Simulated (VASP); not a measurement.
VASP ran on this input.

INCAR:
```
! general
SYSTEM   = BaTiO3
PREC     = Accurate
ENCUT    = 400
LREAL    = .FALSE.
LASPH    = .TRUE.   ! aspherical one-centre terms
ISYM     = 3

! electronic loop
EDIFF    = 1E-6
NELM     = 100
ALGO     = Normal   ! blocked Davidson
LMAXMIX  = 4   ! l cut-off of mixed one-centre charges

! smearing
ISMEAR   = 0   ! Gaussian
SIGMA    = 0.05

! functional
GGA      = PE
LHFCALC  = .TRUE.
AEXX     = 0.25
HFRCUT   = -1
PRECFOCK = Fast

! ions
ISIF     = 2   ! forces and stress, cell fixed

! output
LWAVE    = .FALSE.
LCHARG   = .FALSE.
```

**POSCAR**
```
BaTiO3
1
    4.0215050000     0.0000000000     0.0000000000
    0.0000000000     4.0215050000     0.0000000000
    0.0000000000     0.0000000000     4.1346610000
Ba Ti O
1 1 3
Direct
  0.5000000000   0.5000000000   0.5825400000
  0.0000000000   0.0000000000   0.1000400000
  0.0000000000   0.5000000000   0.0642200000
  0.5000000000   0.0000000000   0.0642200000
  0.0000000000   0.0000000000   0.5489700000
```

### KPOINTS
```
Regular mesh
0
G
4 4 4
0.5 0.5 0.5
```

POTCAR, in this order: Ba_sv Ti_sv O (PBE.64 set). Program: vasp_std.

Problem. Write an equivalent input for Ansatz.

Solution. One equivalent input (not run):
Ansatz 0.2 input:
```yaml
crystal:
  lattice:
    - [4.0215050, 0.0000000, 0.0000000]
    - [0.0000000, 4.0215050, 0.0000000]
    - [0.0000000, 0.0000000, 4.1346610]
  atoms:
    - { symbol: Ba, position: [0.5000000, 0.5000000, 0.5825400] }
    - { symbol: Ti, position: [0.0000000, 0.0000000, 0.1000400] }
    - { symbol: O, position: [0.0000000, 0.5000000, 0.0642200] }
    - { symbol: O, position: [0.5000000, 0.0000000, 0.0642200] }
    - { symbol: O, position: [0.0000000, 0.0000000, 0.5489700] }
kpoints:
  mp_grid: { grid: [4, 4, 4], shift: [0.5, 0.5, 0.5] }
hamiltonian:
  xc: pbe0
  pseudopotentials: { kind: paw }
scf:
  occupations: { method: gaussian, width: 0.05 }
  max_iter: 100
output: { forces: true, stress: true, eigenvalues: true }
```
What does not carry over: each code has its own PAW files, so the cut-off isn't converted (ENCUT is set for VASP's; basis.ecutwfc is left out, and Ansatz then takes the one that its files recommend); Ansatz stops its SCF on the density residual and VASP on the energy change (EDIFF).

The structure comes from a computed database's BaTiO3 entry; how it stands against other phases isn't given here. The cell was not relaxed at this level. The run is one of a series of settings (KPOINTS 4×4×4 Γ-centred mesh shifted by (0.5, 0.5, 0.5) against the base run), some of them coarse on purpose.
